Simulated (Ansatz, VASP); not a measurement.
**Cross-check of ZnSe (Stilleite) between VASP and Ansatz**

One calculation is typed for both programs; each brings its own data sets. How far apart do they land? The cell is taken from a series of runs on this material, whose earlier steps may have relaxed, scaled, displaced or heated it; both programs get it as it stands.

Main program and level: Ansatz 0.2.0; plane waves, with VASP 6.6.1 beside it; G0W0 gap at PBE, DFT+U.

## Step 1: The starting structure

Symmetry: F-43m, No. 216, cubic system. The conventional cell has a = 5.668 Å, b = 5.668 Å, c = 5.668 Å, α = 90.00°, β = 90.00°, γ = 90.00°. Nearest to Zn lie 4 Se at 2.45 Å. Nearest to Se lie 4 Zn at 2.45 Å. Farther neighbours and most contacts between anions are not listed.

## Step 2: VASP: G0W0 gap, PBE, DFT+U

Quasiparticle shifts depend on high empty states and on the cores, so they are the hardest test of two PAW sets.

Lines of VASP's logs that name or quote its potential files are left out, and so is its time.

The run reads the wave functions of an earlier VASP run, which isn't shown here.

INCAR

```
SYSTEM = ZnSe
PREC = Accurate
ENCUT = 430
ISMEAR = 0
SIGMA = 0.01
LREAL = .FALSE.
GGA = PE
NBANDS = 208
LASPH = .TRUE.
ALGO = EVGW0
NELMGW = 1
ENCUTGW = 150
NOMEGA = 64
PRECFOCK = Fast
NBANDSGW = 24
LWAVE = .FALSE.
LCHARG = .FALSE.
```

POSCAR

```
ZnSe
1.0
    0.0000000000      2.8338000000      2.8338000000
    2.8338000000      0.0000000000      2.8338000000
    2.8338000000      2.8338000000      0.0000000000
Zn Se
1 1
Direct
    0.0000000000      0.0000000000      0.0000000000
    0.2500000000      0.2500000000      0.2500000000
```

KPOINTS

```
Automatic mesh
0
Gamma
6 6 6
0 0 0
```

PAW data sets: Zn_sv_GW and Se_GW (PBE family, release 64).

Started as:

```bash
mpirun -np 8 vasp_std
```

Numbers of over 12 decimals in the logs are rounded to 6 here.

The log of the run:

```text
[banner, memory and clock lines left out]
running    8 mpi-ranks, on    1 nodes
 distrk:  each k-point on    8 cores,    1 groups
 distr:  one band on    1 cores,    8 groups

 POSCAR found type information on POSCAR ZnSe
 POSCAR found :  2 types and       2 ions
|                                                                             |
|           W    W    AA    RRRRR   N    N  II  N    N   GGGG   !!!           |
|           W    W   A  A   R    R  NN   N  II  NN   N  G    G  !!!           |
|           W    W  A    A  R    R  N N  N  II  N N  N  G       !!!           |
|           W WW W  AAAAAA  RRRRR   N  N N  II  N  N N  G  GGG   !            |
|           WW  WW  A    A  R   R   N   NN  II  N   NN  G    G                |
|           W    W  A    A  R    R  N    N  II  N    N   GGGG   !!!           |
|                                                                             |
|     For optimal performance we recommend to set                             |
|       NCORE = 2 up to number-of-cores-per-socket                            |
|     NCORE specifies how many cores store one orbital (NPAR=cpu/NCORE).      |
|     This setting can greatly improve the performance of VASP for DFT.       |
|     The default, NCORE=1 might be grossly inefficient on modern             |
|     multi-core architectures or massively parallel machines. Do your        |
|     Unfortunately you need to use the default for GW and RPA                |
|     calculations (for HF NCORE is supported but not extensively tested      |
|     yet).                                                                   |
|                                                                             |

|                                                                             |
|           W    W    AA    RRRRR   N    N  II  N    N   GGGG   !!!           |
|           W    W   A  A   R    R  NN   N  II  NN   N  G    G  !!!           |
|           W    W  A    A  R    R  N N  N  II  N N  N  G       !!!           |
|           W WW W  AAAAAA  RRRRR   N  N N  II  N  N N  G  GGG   !            |
|           WW  WW  A    A  R   R   N   NN  II  N   NN  G    G                |
|           W    W  A    A  R    R  N    N  II  N    N   GGGG   !!!           |
|                                                                             |
|     The default for ENCUTGWSOFT is different in this version of VASP.       |
|     please manually set ENCUTGWSOFT =150 in the INCAR file.                 |
|                                                                             |

 LDA part: xc-table for (Slater+PW92), standard interpolation
 found WAVECAR, reading the header
 POSCAR, INCAR and KPOINTS ok, starting setup
 FFT: planning ... GRIDC
 FFT: planning ... GRID_SOFT
 FFT: planning ... GRID
 reading WAVECAR
 the WAVECAR file was read successfully
 initial charge from wavefunction
 available memory per node:     29.23 GB, setting MAXMEM to     29931

 The Fermi energy was updated, please check that it is located mid-gap
 values below the HOMO (VB) or above the LUMO (CB) will cause erroneous energies
 E-fermi :   3.2025

 calculate exact exchange contribution
 the WAVEDER file was read successfully
|                                                                             |
|           W    W    AA    RRRRR   N    N  II  N    N   GGGG   !!!           |
|           W    W   A  A   R    R  NN   N  II  NN   N  G    G  !!!           |
|           W    W  A    A  R    R  N N  N  II  N N  N  G       !!!           |
|           W WW W  AAAAAA  RRRRR   N  N N  II  N  N N  G  GGG   !            |
|           WW  WW  A    A  R   R   N   NN  II  N   NN  G    G                |
|           W    W  A    A  R    R  N    N  II  N    N   GGGG   !!!           |
|                                                                             |
|     Automatic setting of frequency mesh for GW failed. Frequency mesh       |
|     properly not suitable for determining QP energies. Consider             |
|     increasing number of kpoints.                                           |
|                                                                             |

energies w=
    0.000    0.000    1.348    0.000    2.693    0.000    4.032    0.000
    5.363    0.000    6.683    0.000    7.990    0.000    9.283    0.000
   10.560    0.000   11.821    0.000   13.065    0.000   14.292    0.000
   15.503    0.000   16.698    0.000   17.877    0.000   19.043    0.000
   20.196    0.000   21.339    0.000   22.473    0.000   23.599    0.000
   24.720    0.000   25.838    0.000   26.955    0.000   28.074    0.000
   29.197    0.000   30.327    0.000   31.466    0.000   32.618    0.000
   33.787    0.000   34.974    0.000   36.184    0.000   37.422    0.000
   38.691    0.000   39.996    0.000   41.343    0.000   42.737    0.000
   44.185    0.000   45.694    0.000   47.274    0.000   48.933    0.000
   50.682    0.000   52.534    0.000   54.503    0.000   56.606    0.000
   58.863    0.000   61.298    0.000   63.938    0.000   66.818    0.000
   69.978    0.000   73.468    0.000   77.349    0.000   81.699    0.000
   86.616    0.000   92.227    0.000   98.694    0.000  106.239    0.000
  115.159    0.000  125.872    0.000  138.978    0.000  155.377    0.000
  176.472    0.000  204.591    0.000  243.889    0.000  302.587    0.000
 responsefunction array rank=     200
 LDA part: xc-table for (Slater+PW92), standard interpolation

 min. memory requirement per mpi rank    371.8 MB, per node   2974.8 MB

 allocating   8 responsefunctions rank=   200
 shmem allocating  64 responsefunctions rank=   200
 response function shared by NCSHMEM nodes    1
 Doing            8  frequencies on each core in blocks of           64
NQ=   1    0.0000    0.0000    0.0000,
|.........|.........|.........|.........|.........|.........|.........|.........
 performed       1254000 updates of chi_q(r,r)
 total number of BLAS operations        328.88 Gflops
NQ=   2    0.1667    0.0000    0.0000,
|.........|.........|.........|.........|.........|.........|.........|.........
 performed       3187000 updates of chi_q(r,r)
 total number of BLAS operations        786.56 Gflops
NQ=   3    0.3333    0.0000    0.0000,
|.........|.........|.........|.........|.........|.........|.........|.........
 performed       5120000 updates of chi_q(r,r)
 total number of BLAS operations       1321.76 Gflops
NQ=   4    0.5000    0.0000    0.0000,
|.........|.........|.........|.........|.........|.........|.........|.........
 performed       6814000 updates of chi_q(r,r)
 total number of BLAS operations       1760.89 Gflops
NQ=   5    0.1667    0.1667    0.0000,
|.........|.........|.........|.........|.........|.........|.........|.........
 performed       8747000 updates of chi_q(r,r)
 total number of BLAS operations       2267.71 Gflops
NQ=   6    0.3333    0.1667    0.0000,
|.........|.........|.........|.........|.........|.........|.........|.........
 performed      11539000 updates of chi_q(r,r)
 total number of BLAS operations       3074.15 Gflops
NQ=   7    0.5000    0.1667    0.0000,
|.........|.........|.........|.........|.........|.........|.........|.........
 performed      14331000 updates of chi_q(r,r)
 total number of BLAS operations       3880.60 Gflops
NQ=   8   -0.3333    0.1667    0.0000,
|.........|.........|.........|.........|.........|.........|.........|.........
 performed      17123000 updates of chi_q(r,r)
 total number of BLAS operations       4687.04 Gflops
NQ=   9   -0.1667    0.1667    0.0000,
|.........|.........|.........|.........|.........|.........|.........|.........
 performed      19595000 updates of chi_q(r,r)
 total number of BLAS operations       5356.83 Gflops
NQ=  10    0.3333    0.3333    0.0000,
|.........|.........|.........|.........|.........|.........|.........|.........
 performed      21528000 updates of chi_q(r,r)
 total number of BLAS operations       5939.06 Gflops
NQ=  11    0.5000    0.3333    0.0000,
|.........|.........|.........|.........|.........|.........|.........|.........
 performed      24320000 updates of chi_q(r,r)
 total number of BLAS operations       6762.58 Gflops
NQ=  12   -0.3333    0.3333    0.0000,
|.........|.........|.........|.........|.........|.........|.........|.........
 performed      26792000 updates of chi_q(r,r)
 total number of BLAS operations       7447.00 Gflops
NQ=  13    0.5000    0.5000    0.0000,
|.........|.........|.........|.........|.........|.........|.........|.........
 performed      28346000 updates of chi_q(r,r)
 total number of BLAS operations       7895.91 Gflops
NQ=  14    0.5000    0.3333    0.1667,
|.........|.........|.........|.........|.........|.........|.........|.........
 performed      31437000 updates of chi_q(r,r)
 total number of BLAS operations       8779.48 Gflops
NQ=  15   -0.3333    0.3333    0.1667,
|.........|.........|.........|.........|.........|.........|.........|.........
 performed      34369000 updates of chi_q(r,r)
 total number of BLAS operations       9662.32 Gflops
NQ=  16   -0.3333    0.5000    0.1667,
|.........|.........|.........|.........|.........|.........|.........|.........
 performed      36851000 updates of chi_q(r,r)
 total number of BLAS operations      10425.38 Gflops
 resolving degeneracies of screened two electron integrals

 calculate QP shifts <psi_nk| G(iteration)W_0 |psi_nk>: iteration 1
 entering main loop
```

From OUTCAR (step 2):

```text
ion  position               nearest neighbor table
   1  0.000  0.000  0.000-   2 2.45   2 2.45   2 2.45   2 2.45
   2  0.250  0.250  0.250-   1 2.45   1 2.45   1 2.45   1 2.45

  LATTYP: Found a face centered cubic cell.
 ALAT       =     5.6676000000

 Subroutine GETGRP returns: Found 24 space group operations
 (whereof 24 operations were pure point group operations)

The static configuration has the point symmetry T_d .

 Found     16 irreducible k-points:

   k-points           NKPTS =     16   k-points in BZ     NKDIM =    216   number of bands    NBANDS=    208

   dimension x,y,z NGX =    28 NGY =   28 NGZ =   28
   dimension x,y,z NGXF=    56 NGYF=   56 NGZF=   56

   ENCUT  =  430.0 eV  31.60 Ry    5.62 a.u.   6.78  6.78  6.78*2*pi/ulx,y,z

   NELECT =      26.0000    total number of electrons

  energy-cutoff  :      430.00
  volume of cell :       45.51
      direct lattice vectors                 reciprocal lattice vectors
     0.000000000  2.833800000  2.833800000    -0.176441527  0.176441527  0.176441527
     2.833800000  0.000000000  2.833800000     0.176441527 -0.176441527  0.176441527
     2.833800000  2.833800000  0.000000000     0.176441527  0.176441527 -0.176441527

 k-points in reciprocal lattice and weights: Automatic mesh
   0.00000000  0.00000000  0.00000000       0.005
   0.16666667  0.00000000  0.00000000       0.037
   0.33333333  0.00000000  0.00000000       0.037
   0.50000000  0.00000000  0.00000000       0.019
   0.16666667  0.16666667  0.00000000       0.028
   0.33333333  0.16666667  0.00000000       0.111
   0.50000000  0.16666667  0.00000000       0.111
  -0.33333333  0.16666667  0.00000000       0.111
  -0.16666667  0.16666667  0.00000000       0.056
[...]
-0.33333333  0.33333333  0.16666667       0.111
  -0.33333333  0.50000000  0.16666667       0.056

 E-fermi :   3.2025

 QP shifts <psi_nk| G(iteration)W_0 |psi_nk>: iteration 1
 for sc-GW calculations column KS-energies equals QP-energies in previous step
 and V_xc(KS)=  KS-energies - (<T + V_ion + V_H > + <T+V_H+V_ion>^1  + <V_x>^1)
 k-point   1 :       0.0000    0.0000    0.0000
  band No.  KS-energies  QP-energies   sigma(KS)   V_xc(KS)     V^pw_x(r,r')   Z            occupation Imag(sigma)
    ...
     10      -4.1763      -5.6133     -34.1130     -32.1087     -42.7160       0.7170       2.0000       0.9160
     11       2.5249       1.6373     -15.8399     -14.7158     -17.4506       0.7895       2.0000       0.3425
     12       2.5249       1.6373     -15.8399     -14.7158     -17.4506       0.7895       2.0000       0.3425
     13       2.5249       1.6373     -15.8399     -14.7158     -17.4506       0.7895       2.0000       0.3425
     14       3.8801       4.3480     -10.4597     -11.0358      -7.0231       0.8122       0.0000      -0.3115
     15       8.4060       8.8791      -9.8171     -10.4025      -5.7243       0.8082       0.0000      -0.4782
     16       8.4060       8.8791      -9.8171     -10.4025      -5.7243       0.8082       0.0000      -0.4782
     17       8.4060       8.8791      -9.8171     -10.4025      -5.7243       0.8082       0.0000      -0.4782
    ...

 k-point   2 :       0.1667    0.0000    0.0000
  band No.  KS-energies  QP-energies   sigma(KS)   V_xc(KS)     V^pw_x(r,r')   Z            occupation Imag(sigma)
    ...
     10      -4.1779      -5.6130     -34.1010     -32.0967     -42.7040       0.7160       2.0000       0.9169
     11       0.6239      -0.3195     -15.1400     -13.9399     -17.0052       0.7861       2.0000       0.4315
     12       2.2781       1.3634     -15.5698     -14.4105     -17.2048       0.7890       2.0000       0.3548
     13       2.2781       1.3634     -15.5698     -14.4105     -17.2048       0.7890       2.0000       0.3548
     14       5.1404       5.6022     -10.7971     -11.3694      -7.2841       0.8070       0.0000      -0.3433
     15       8.4589       8.9132      -9.9452     -10.5075      -5.8825       0.8081       0.0000      -0.4906
     16       8.8046       9.3050      -9.9398     -10.5596      -5.7633       0.8073       0.0000      -0.5039
     17       8.8046       9.3050      -9.9398     -10.5596      -5.7633       0.8073       0.0000      -0.5039
    ...

 k-point   3 :       0.3333    0.0000    0.0000
  band No.  KS-energies  QP-energies   sigma(KS)   V_xc(KS)     V^pw_x(r,r')   Z            occupation Imag(sigma)
    ...
     10      -4.1710      -5.6067     -34.1370     -32.1350     -42.7520       0.7171       2.0000       0.9188
     11      -1.5375      -2.7260     -15.0768     -13.5490     -17.8531       0.7780       2.0000       0.6561
     12       1.8603       0.8976     -15.1491     -13.9259     -16.8430       0.7870       2.0000       0.3795
     13       1.8603       0.8976     -15.1491     -13.9259     -16.8430       0.7870       2.0000       0.3795
     14       5.2729       5.7627     -10.3755     -10.9804      -6.7084       0.8097       0.0000      -0.3636
     15       9.0613       9.5540      -9.8326     -10.4429      -5.6820       0.8072       0.0000      -0.5160
     16       9.0613       9.5540      -9.8326     -10.4429      -5.6820       0.8072       0.0000      -0.5160
     17      10.1421      10.6453      -9.7580     -10.3837      -5.2619       0.8043       0.0000      -0.6422
    ...

 k-point   4 :       0.5000    0.0000    0.0000
  band No.  KS-energies  QP-energies   sigma(KS)   V_xc(KS)     V^pw_x(r,r')   Z            occupation Imag(sigma)
    ...
     10      -4.0107      -5.4270     -33.7965     -31.8324     -42.3177       0.7211       2.0000       0.9325
     11      -2.6347      -3.9332     -12.6203     -10.9542     -15.2246       0.7794       2.0000       0.7811
     12       1.6775       0.6946     -14.9607     -13.7101     -16.6785       0.7860       2.0000       0.3905
     13       1.6775       0.6946     -14.9607     -13.7101     -16.6785       0.7860       2.0000       0.3905
     14       5.1330       5.6156     -10.4110     -11.0065      -6.7893       0.8104       0.0000      -0.3571
     15       8.9586       9.4294      -9.7267     -10.3088      -5.6571       0.8088       0.0000      -0.5050
     16       8.9586       9.4294      -9.7267     -10.3088      -5.6571       0.8088       0.0000      -0.5050
     17      11.1341      11.4860      -8.5656      -9.0015      -3.9694       0.8073       0.0000      -0.7179
    ...

[... 4 further parts left out ...]
```

(Part 1 of 2 ends here.)

[Lines on the potential files, build, host, timing and source positions are cut from VASP's logs without a mark.]

[Logs are printed without paths, hosts, clocks, repeated set-up lines and the standing remarks that a program may print on its own settings, such as how far it seeks lower states.]

[Hosts, paths, dates, database ids (printed as entryN), source tags and the programs' standing remarks are cut or masked in the printed files.]
